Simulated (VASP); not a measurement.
Method: PBEsol GGA, VASP's PBE PAW potentials (set 64) (plane waves; VASP).

Input for VASP

### INCAR
```
SYSTEM = AlN
PREC = Accurate
ENCUT = 620
EDIFF = 1E-6
NELM = 100
ALGO = Normal
LREAL = .FALSE.
LASPH = .TRUE.
ISMEAR = 0
SIGMA = 0.05
GGA = PS
LWAVE = .FALSE.
LCHARG = .FALSE.
IBRION = 2
ISIF = 3
NSW = 40
EDIFFG = -0.02
PSTRESS = 300
```

File KPOINTS:
```
kpoints
0
G
11 11 11
```

File POSCAR:
```
AlN
1.0
  0.0000000000   2.1042936348   2.1042936348
  2.1042936348   0.0000000000   2.1042936348
  2.1042936348   2.1042936348   0.0000000000
Al N
1 1
Cart
  0.0000000000   0.0000000000   0.0000000000
  1.0521468174   1.0521468174   1.0521468174
```

POTCAR, in this order: Al N (PBE.64 set). Program: vasp_std.

The run wrote:

OSZICAR:
```
       N       E                     dE             d eps       ncg     rms          rms(c)
DAV:   1     0.155337624977E+02    0.15534E+02   -0.45644E+03   896   0.989E+02
DAV:   2    -0.172243741089E+02   -0.32758E+02   -0.31813E+02  1208   0.173E+02
DAV:   3    -0.178913891885E+02   -0.66702E+00   -0.66702E+00  1056   0.309E+01
DAV:   4    -0.178933057307E+02   -0.19165E-02   -0.19165E-02  1368   0.159E+00
DAV:   5    -0.178933116638E+02   -0.59331E-05   -0.59331E-05  1064   0.608E-02    0.892E+00
DAV:   6    -0.154746886204E+02    0.24186E+01   -0.12198E+01  1064   0.247E+01    0.312E+00
DAV:   7    -0.154313561311E+02    0.43332E-01   -0.16313E-01  1064   0.366E+00    0.209E+00
DAV:   8    -0.154138259017E+02    0.17530E-01   -0.17617E-02   984   0.186E+00    0.389E-01
DAV:   9    -0.154136311378E+02    0.19476E-03   -0.63838E-04  1312   0.215E-01    0.214E-01
DAV:  10    -0.154136697073E+02   -0.38570E-04   -0.10937E-04   992   0.926E-02    0.580E-02
DAV:  11    -0.154136679065E+02    0.18008E-05   -0.48705E-06  1056   0.202E-02    0.832E-03
DAV:  12    -0.154136681232E+02   -0.21679E-06   -0.16108E-07   536   0.506E-03
   1 F= -.11924196E+02 E0= -.11924196E+02  d E =-.119242E+02
```

OUTCAR:
```
------------------------ aborting loop because EDIFF is reached ----------------------------------------
  FORCE on cell =-STRESS in cart. coord.  units (eV):
  Direction    XX          YY          ZZ          XY          YZ          ZX
  --------------------------------------------------------------------------------------
  Total        3.4732323      3.4732323      3.4732323     -0.0000000      0.0000000     -0.0000000
  in kB      298.6038415    298.6038415    298.6038415     -0.0000000      0.0000000     -0.0000000
  external PRESSURE =      -1.3961585 kB  Pullay stress =     300.0000000 kB
  volume of cell :       18.64
      direct lattice vectors                 reciprocal lattice vectors
     0.000000000  2.104293635  2.104293635    -0.237609425  0.237609425  0.237609425
     2.104293635  0.000000000  2.104293635     0.237609425 -0.237609425  0.237609425
     2.104293635  2.104293635  0.000000000     0.237609425  0.237609425 -0.237609425
  FREE ENERGIE OF THE ION-ELECTRON SYSTEM (eV)
  ---------------------------------------------------
  free  energy   TOTEN  =       -15.4136681232 eV

  energy  without entropy=      -15.4136681232  energy(sigma->0) =      -15.41366812
  enthalpy is  TOTEN    =       -11.9241963268 eV   P V=        3.4894717965

 reached required accuracy - stopping structural energy minimisation
```
(Selected blocks of OUTCAR.)

The structure was generated: AlN was put into the zinc blende type (F-43m), which need not be its known phase. It was relaxed first under an external pressure of 30 GPa.
